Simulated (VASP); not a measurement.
Calculation: MS2 meta-GGA, VASP's PBE PAW potentials (set 64) (plane waves; VASP).

VASP ran on this input.

KPOINTS_OPT:
```
k-points along high-symmetry lines
6
Line-mode
Reciprocal
  0.000000   0.000000   0.000000 ! GAMMA
  0.000000   0.500000   0.000000 ! M

  0.000000   0.500000   0.000000 ! M
 -0.333333   0.666667   0.000000 ! K

 -0.333333   0.666667   0.000000 ! K
  0.000000   0.000000   0.000000 ! GAMMA

  0.000000   0.000000   0.000000 ! GAMMA
  0.000000   0.000000   0.500000 ! A

  0.000000   0.000000   0.500000 ! A
  0.000000   0.500000   0.500000 ! L

  0.000000   0.500000   0.500000 ! L
 -0.333333   0.666667   0.500000 ! H

 -0.333333   0.666667   0.500000 ! H
  0.000000   0.000000   0.500000 ! A

  0.000000   0.500000   0.500000 ! L
  0.000000   0.500000   0.000000 ! M

 -0.333333   0.666667   0.500000 ! H
 -0.333333   0.666667   0.000000 ! K
```

File KPOINTS:
```
kpoints
0
Gamma
  7 7 4
0 0 0
```

File POSCAR:
```
CdS
1
    2.0842442560    -3.6100167715     0.0000000000
    2.0842442560     3.6100167715     0.0000000000
    0.0000000000     0.0000000000     6.7690096331
Cd S
2 2
Direct
  0.6666670000   0.3333330000   0.4999910596
  0.3333330000   0.6666670000   0.9999910596
  0.6666670000   0.3333330000   0.8770089404
  0.3333330000   0.6666670000   0.3770089404
```

INCAR:
```
LORBIT=11   # lm-projected
LEFG=.True.
LREAL=.False.
LMIXTAU=.True.
ISIF=2
NEDOS=601   # DOS grid
ALGO=Normal
LWAVE=.False.
METAGGA=MS2
LASPH=.True.   # aspherical one-centre terms
PREC=Accurate
LMAXMIX=4
EDIFF=1E-7
SYSTEM=CdS
LCHARG=.False.
ENCUT=520
ISMEAR=-5   # tetrahedra, Bloechl
NELM=100
```

POTCAR, in this order: Cd S (PBE.64 set). Program: vasp_std.

Q: What will the output report for the number of irreducible k-points (NKPTS), largest plane-wave count, number of space-group operations, FFT grid (NGX, NGY, NGZ)?

A: 
```json
{
  "number of irreducible k-points (NKPTS)": "24",
  "largest_plane_wave_count": "2786",
  "number_of_space_group_operations": "12",
  "FFT grid (NGX, NGY, NGZ)": "32 × 32 × 50"
}
```

The compound is CdS in the wurtzite structure. It was relaxed first.
